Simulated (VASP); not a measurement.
Here is a VASP 6.6.1 calculation.

Contents of INCAR:

```
SYSTEM = C18Br
PREC = Accurate
ENCUT = 520
EDIFF = 1E-7
ISMEAR = -1
SIGMA = 0.05
LREAL = Auto
LASPH = .TRUE.
NELM = 150
ALGO = Fast
ISIF = 2
LWAVE = .FALSE.
LCHARG = .FALSE.
ISPIN = 2
MAGMOM = 0 0 0 0 0 0 0 0 0 0 0 0 0 0 0 0 0 0 1
LORBIT = 11
GGA = PE
NBANDS = 58
```

The input KPOINTS:

```
Automatic mesh
0
G
  2 2 1
  0 0 0
```

The input POSCAR:

```
C18Br
1.0
    7.3980000000      0.0000000000      0.0000000000
   -3.6990000000      6.4068560000      0.0000000000
    0.0000000000      0.0000000000     13.0000000000
C Br
18 1
Direct
    0.0057082645      0.0038456356      0.0754553663
    0.2280666368      0.1150230622      0.0728365695
    0.0056269467      0.3370869847      0.0719410227
    0.2278452832      0.4482585319      0.0719781288
    0.0056224706      0.6705210998      0.0719322126
    0.2278476469      0.7815727954      0.0719573908
    0.3388633855      0.0038350269      0.0719054659
    0.5612060195      0.1149659052      0.0717645218
    0.3388658831      0.3370032215      0.0719242059
    0.5612148726      0.4482195373      0.0717686346
    0.3389568637      0.6704758896      0.0719070608
    0.5611646464      0.7815746408      0.0719550157
    0.6723537679      0.0038149614      0.0719728631
    0.8944261094      0.1150421002      0.0731443134
    0.6722977069      0.3371418023      0.0720936195
    0.8944858046      0.4482394721      0.0717460496
    0.6723609405      0.6705146922      0.0719688640
    0.8944255671      0.7813566854      0.0731471556
   -0.0036184159     -0.0019349444      0.3070635393
```

Potentials or basis: VASP PAW PBE potentials, release 64 (C, Br).

Command:

```sh
$ cat potpaw_PBE.64/C/POTCAR potpaw_PBE.64/Br/POTCAR > POTCAR
$ mpirun -np 1 vasp_std > vasp.out
```

Task: What does it give for the largest force?

Result: 0.034 eV/Å.

Task: Estimate the band gap on the k mesh.

Result: None (metal or under the smearing width).

Task: What does it give for the site moments?

Result: C -0.00, +0.00, -0.01; Br +0.18 μB.

Task: Estimate the net moment.

Result: 0.18 μB per cell.

Forces in eV/Å, atoms in the order of the input:
```
C   -0.029 -0.016  0.002
C    0.011  0.009  0.018
C   -0.013 -0.006  0.002
C    0.007 -0.002 -0.001
C   -0.007 -0.006 -0.001
C    0.002  0.004  0.001
C    0.028 -0.001 -0.006
C    0.001 -0.011  0.000
C    0.007  0.030 -0.008
C   -0.014  0.007  0.002
C    0.002  0.000 -0.001
C    0.017  0.004 -0.002
C    0.001  0.003  0.000
C   -0.020  0.002 -0.007
C   -0.001 -0.005 -0.003
C    0.004 -0.003  0.004
C    0.000  0.001  0.002
C   -0.003 -0.014 -0.006
Br   0.008  0.005  0.004
```

Caveat: the k mesh is coarse (spacing up to 0.49 Å⁻¹), so the values aren't converged.
